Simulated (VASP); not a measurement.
An input for Ansatz (written as the equivalent of a VASP run, and not itself run):

Ansatz 0.2 input:
```yaml
crystal:
  lattice:
    - [2.6881982, 0.0000000, 0.0000000]
    - [0.0000000, 2.6881982, 0.0000000]
    - [0.0000000, 0.0000000, 3.4040204]
  atoms:
    - { symbol: Cu, position: [1.0000000, 1.0000000, 1.0000000] }
    - { symbol: Au, position: [0.5000000, 0.5000000, 0.5000000] }
kpoints:
  mp_grid: { grid: [13, 13, 11] }
hamiltonian:
  xc: lda
  pseudopotentials: { kind: paw }
scf:
  occupations: { method: methfessel_paxton, width: 0.1 }
  max_iter: 100
relax:
  max_steps: 40
  f_tol: 0.02
  cell: { p_target: 30 }
output: { forces: true, stress: true, eigenvalues: true }
```

### Question
Write the VASP files for the same calculation (LDA).

### Answer
Several could match; the one computed here: 
**INCAR**
```
# general
SYSTEM =CuAu
PREC   =Accurate
ENCUT  =500   # plane-wave cut-off (eV)
LREAL  =F   # projection in real space or not
LASPH  =T   # aspherical one-centre terms

# electronic loop
EDIFF  =1E-6
NELM   =100
ALGO   =Normal   # blocked Davidson
LMAXMIX=6

# smearing
ISMEAR =1
SIGMA  =0.1   # width (eV)

# ions
IBRION =2   # conjugate gradients
NSW    =40   # most ionic steps
ISIF   =3   # ions, shape and volume
EDIFFG =-0.02
PSTRESS=300   # kbar

# output
LWAVE  =F
LCHARG =F
```

File KPOINTS:
```
Automatic mesh
0
Gamma
13 13 11
0 0 0
```

File POSCAR:
```
CuAu
1.0
  2.6881981636   0.0000000000   0.0000000000
  0.0000000000   2.6881981636   0.0000000000
  0.0000000000   0.0000000000   3.4040204172
Cu Au
1 1
Cart
  2.6881981636   2.6881981636   3.4040204172
  1.3440990818   1.3440990818   1.7020102086
```

POTCAR, in this order: Cu Au (LDA.64 set). Program: vasp_std.

The two are equivalent in intent, not identical: each code has its own PAW files, so the cut-off isn't converted (ENCUT is set for VASP's; basis.ecutwfc is left out, and Ansatz then takes the one that its files recommend); Ansatz stops its SCF on the density residual and VASP on the energy change (EDIFF); Ansatz's lda is the Perdew-Wang form, while the LDA potentials of VASP carry Perdew-Zunger's.

The compound is CuAu in the L1_0 structure. It was relaxed first under an external pressure of 30 GPa.
